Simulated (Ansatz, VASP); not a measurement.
# Cross-check of WC (Qusongite) between VASP and Ansatz, part 2 of 2

Wanted: the spread between two codes on one cell, functional and k mesh. The cell is taken from a series of runs on this material, whose earlier steps may have relaxed, scaled, displaced or heated it; both programs get it as it stands.

VASP 6.6.1 and Ansatz 0.2.0.

So far: Starting point; VASP: zone-centre phonons, PBEsol.

### 3. Ansatz: zone-centre phonons, PBEsol

Level of this step: Ansatz beside VASP: Kohn-Sham DFT, plane waves, PBEsol (Ansatz).

Ansatz runs on its PAW soft_1 files.

The same cell, functional, mesh and smearing now go to Ansatz, which takes its cutoff from its data sets.

Input file input.yaml:

```yaml
crystal:
  lattice:
    - [2.985553523, 0.0, 0.0]
    - [-1.4927767615, 2.5855651953, 0.0]
    - [0.0, 0.0, 2.7974432404]
  atoms:
    - { symbol: C, position: [0.6666666667, 0.3333333333, 0.5] }
    - { symbol: W, position: [0.0, 0.0, 0.0] }
kpoints:
  mp_grid: { grid: [18, 18, 16] }
hamiltonian:
  xc: pbesol
  pseudopotentials: { kind: paw, azcp: { folder: soft_1 }, xc_functional: pbe }
scf:
  occupations: { method: methfessel_paxton, width: 0.2 }
output:
  eigenvalues: true
phonons:
  method: dfpt
```

Command:

```console
$ ansatz run input.yaml --threads 4 --pin off --max-ram 10240MiB --backend cpu --events-out ev --progress --plain --runs-dir out
```

Numbers of over 12 decimals in the logs are rounded to 6 here.

Log:

```text
zone centre: on kpoints.mp_grid the ground state, and the responses unless they are solved on pairs of k-points, stand on 819 of the mesh's 5184 k-points, reduced under 4 symmetry operations, with k and −k counted as one. Each operation leaves every solved displacement unchanged or reverses it
Engine: ansatz 0.2.0, x86_64-unknown-linux-gnu
Pseudopotentials: kind: paw
Pseudopotential: C, paw, valence charge 4, recommended cutoff 420 eV (normal), soft_1/C.paw.azcp
Pseudopotential: W, paw, valence charge 14, recommended cutoff 420 eV (normal), soft_1/W.paw.azcp
Functional definition: PBEsol
  exchange = pbesol_x
  correlation = pbesol_c
Crystal: 2 atoms, lattice volume = 21.594 Å³
Basis set: ecut = 420 eV, 405 PW (Γ), exchange–correlation on 40×40×40 points (8 copies of the dense FFT grid, shifted against one another)
Bands: 13, of which v1, the nominal top of the filled ones, is band 9 counted from 1 (8 counted from 0)
Symmetry: 12 space group operations
k-points: 819 of 5184 (irreducible under 4 space group operations, time reversal used)
Non-local potential: C, projectors of the file, l = 0: 2, l = 1: 2, l = 2: 1
Non-local potential: W, projectors of the file, l = 0: 3, l = 1: 2, l = 2: 2, l = 3: 1
PAW form: soft (Blöchl's): semilocal exchange-correlation on the pseudo side does not see the compensation charge
PAW frozen core: C, regenerated for the run's functional, and the local potential with it (the file was generated under x = pbe(κ = 0.804, μ = 0.219515), c = pbe(β = 0.066725))
PAW frozen core: W, regenerated for the run's functional, and the local potential with it (the file was generated under x = pbe(κ = 0.804, μ = 0.219515), c = pbe(β = 0.066725))
PAW one-centre angular grid: C, 110 points (default); XC on 64 Gauss nodes
PAW one-centre angular grid: W, 590 points (default); XC on 64 Gauss nodes
Initial density: superposition of atomic densities (chi_scale 0.1, normalization cell, long waves kept (reshape's long-wave potential 0.00 eV rms))
Initial wavefunctions: pseudopotential atomic-orbital guess
Functional: x = pbesol(κ = 0.804, μ = 0.123457), c = pbesol(β = 0.046)
SCF iter   1: F=—  HF=-10505.846951 eV  |F-HF|=—  |Δ(HF+E_count)|=         —  Δρ=1.26e-1  dr2=4.76e0  ethr=3.10e-3  ⟨swp⟩=5.0  Hψ=52852  notcnv=0
preconditioner: auto → none  [metal: Δε(μ)=0.076 eV  Ē_g=10.455 eV  σ=0.200 eV  W_gap=0.32  n_scr=8 (ndim 8)  ℏωp=25.3 eV  f_vac=0.000  D(μ)=0.24/eV (n_scr^D=0)  sad-step TF]
SCF iter   2: F=—  HF=-10505.275173 eV  |F-HF|=—  |Δ(HF+E_count)|=   5.72e-1  S|Δr|=    0.00e0  Δρ=8.96e-2  dr2=2.48e0  ethr=3.10e-3  ⟨swp⟩=2.0  Hψ=20376  notcnv=0
SCF iter   3: F=—  HF=-10504.653358 eV  |F-HF|=—  |Δ(HF+E_count)|=   6.22e-1  S|Δr|=    0.00e0  Δρ=9.67e-3  dr2=2.47e-2  ethr=3.10e-3  ⟨swp⟩=2.1  Hψ=18222  notcnv=0
SCF iter   4: F=—  HF=-10504.649558 eV  |F-HF|=—  |Δ(HF+E_count)|=   3.80e-3  S|Δr|=    0.00e0  Δρ=9.24e-4  dr2=1.07e-4  ethr=1.37e-4  ⟨swp⟩=1.0  Hψ=17087  notcnv=0
SCF iter   5: F=—  HF=-10504.649605 eV  |F-HF|=—  |Δ(HF+E_count)|=   4.66e-5  S|Δr|=    0.00e0  Δρ=1.49e-4  dr2=1.76e-6  ethr=5.93e-7  ⟨swp⟩=2.1  Hψ=16772  notcnv=0
SCF iter   6: F=—  HF=-10504.649605 eV  |F-HF|=—  |Δ(HF+E_count)|=   2.46e-7  S|Δr|=    0.00e0  Δρ=1.80e-5  dr2=4.46e-8  ethr=9.79e-9  ⟨swp⟩=2.0  Hψ=15840  notcnv=0
SCF iter   7: F=—  HF=-10504.649605 eV  |F-HF|=—  |Δ(HF+E_count)|=   4.70e-9  S|Δr|=    0.00e0  Δρ=2.17e-6  dr2=7.47e-10  ethr=2.48e-10  ⟨swp⟩=2.5  Hψ=17496  notcnv=0
SCF iter   8: F=-10504.649605 eV  HF=-10504.649605 eV  |F-HF|=0.00e0  |Δ(HF+E_count)|=  2.71e-10  S|Δr|=    0.00e0  Δρ=2.20e-7  dr2=5.77e-12  ethr=1.00e-12  ⟨swp⟩=4.2  Hψ=52200  notcnv=0
SCF 1 converged in 8 iterations: F = -10504.649605 eV  dr2 = 5.77e-12
  greatest PAW one-centre occupation: 0.999 electrons in one spin orbital (limit 2), on the W atom at site 1 (counted from 0), in its partial waves of l = 0
DFPT response loops at Γ: preconditioner auto → Kerker (q_TF=auto, 2.647 Å⁻¹) (partly filled bands, converged f_vac=0.000); β = 1.00, the filter's whole step (`scf.mixing.beta` (0.50) is not read by the response loops under this deck's `scf.mixing.preconditioner`; to damp them name `kerker` or `kerker_dos`, under which they read `scf.mixing.beta`, and type it under 1.00, their step now; both keys bind the ground state too); Broyden in place of MSR1
SCF converged after 8 iterations
Stability not checked: this state was not tested for a lower state beside it, because cold or Methfessel-Paxton smearing, or corrected tetrahedra, fill the levels in a way that the test cannot read (fill_not_monotonic; see scf.lower_state_search)
Free energy (F): -10504.649605 eV
Harris-Foulkes:  -10504.649605 eV  (|F-HF|=0.00e0)
Internal energy: -10504.648852 eV  (E = F + TS)
E sigma→0 (E₀):  -10504.649417 eV
Entropy (-TS):   -0.000753 eV (-0.376 meV/atom)
Fermi energy:    19.407630 eV
--- Per-component energies (eV) ---
  E_band       = -78.789369
  E_kinetic    = 505.957354
  E_local      = -636.425762  (includes V_loc(G=0)·N_el)
  E_nonlocal   = -0.240168
  E_hartree    = 256.106098
  E_xc         = -312.697761
  E_vxc        = -289.066216  (∫ρ·V_xc dr)
  E_paw        = -8546.590469  (= ΣΔE_a)
  E_vpaw       = -171.226961  (= ΣTr[D̂ρ^β])
  E_aug_tail   = 0.000167  (compensation charges beyond the density's cutoff)
  E_ewald      = -1771.001269
  E_core_change = 0.242958  (= ΣΔE_core)
  E_smearing   = -0.000753  (= −TS)
  E_closure    = 0.000000  (closes the sum)
  Σ components = -10504.649605   (vs F -10504.649605, Δ=0.00e0)
--- Band table (eV; the first three rows and the last of 819) ---
  k-point 0: bands = [... 5 lower, 15.2994, 15.9279, 15.9279, 19.8880, 22.5266, 22.5266, 24.9614, 24.9614]
  k-point 1: bands = [... 5 lower, 15.2818, 15.9729, 15.9729, 19.8304, 22.1576, 22.1576, 25.1917, 25.1917]
  k-point 2: bands = [... 5 lower, 15.1629, 16.1041, 16.1041, 19.7794, 21.3906, 21.3906, 25.4735, 25.5107]
  k-point 818: bands = [... 5 lower, 13.1657, 13.7272, 17.4548, 18.2841, 24.1730, 24.6290, 24.8671, 28.6163]
--- Phonons (Γ-DFPT): 4 representative perturbations + reference, on 819 of 5184 k-points (Σ response iterations 12) ---
  k mesh reduced under 4 symmetry operations, with k and −k counted as one. Each operation leaves every solved displacement unchanged or reverses it
  ASR residual: 1.466e-4 → 0.000e0 eV/Å²; symmetrization residual: 6.786e-7 eV/Å²
  ASR residual per site (eV/Å²): 1.47e-4 6.39e-5
  Γ frequencies (cm⁻¹): 0.00 0.00 0.00 551.87 579.65 579.65
  non-analytic LO–TO correction: not included (Born effective charges unavailable; polar crystals: no LO–TO splitting at Γ)
```

The column dr2 measures how far the density is from self-consistency, as an energy; F and HF (Harris–Foulkes) agree once it is small.

### 4. Differences

Known differences besides the potentials themselves: the data sets hold 18 valence electrons in Ansatz (on its PAW soft_1 files) and 10 in VASP; the cutoff is 420 eV in Ansatz and 600 eV in VASP; Ansatz makes its cores anew for this functional, VASP keeps those of its PBE data sets. Total energies have different zeros and are not compared.

The two programs side by side:

```
                  quantity  Ansatz   VASP  difference
     optical mode 1 (cm⁻¹)   551.9  555.6     -0.68 %
optical mode 2 to 3 (cm⁻¹)   579.6  586.2     -1.12 %
```

Modes are paired by rising frequency, not by their patterns, so a pair may set unlike modes beside each other; they are those without the splitting of longitudinal modes.

### 5. Outcome

* r.m.s. difference of the optical zone-centre modes, each program's sorted by frequency (zone-centre phonons, PBEsol): 5.8 cm⁻¹
* difference in optical mode 2 to 3 (zone-centre phonons, PBEsol): -1.1 %

**Reading.** The r.m.s. difference of the optical zone-centre modes, each program's sorted by frequency is 5.8 cm⁻¹ (zone-centre phonons, PBEsol). The data sets hold unlike numbers of valence electrons (18 in Ansatz and 10 in VASP), so part of the differences comes from the potentials. Among the rows given in per cent, the largest difference of the zone-centre phonons, PBEsol pair is in optical mode 2 to 3, -1.1 %. Such differences can come from data sets, numerical settings and the points named under the comparisons, not from the functional's error against experiment.

[Lines on the potential files, build, host, timing and source positions are cut from VASP's logs without a mark.]

[Logs are printed without paths, hosts, clocks, repeated set-up lines and the standing remarks that a program may print on its own settings, such as how far it seeks lower states.]

[Hosts, paths, dates, database ids (printed as entryN), source tags and the programs' standing remarks are cut or masked in the printed files.]
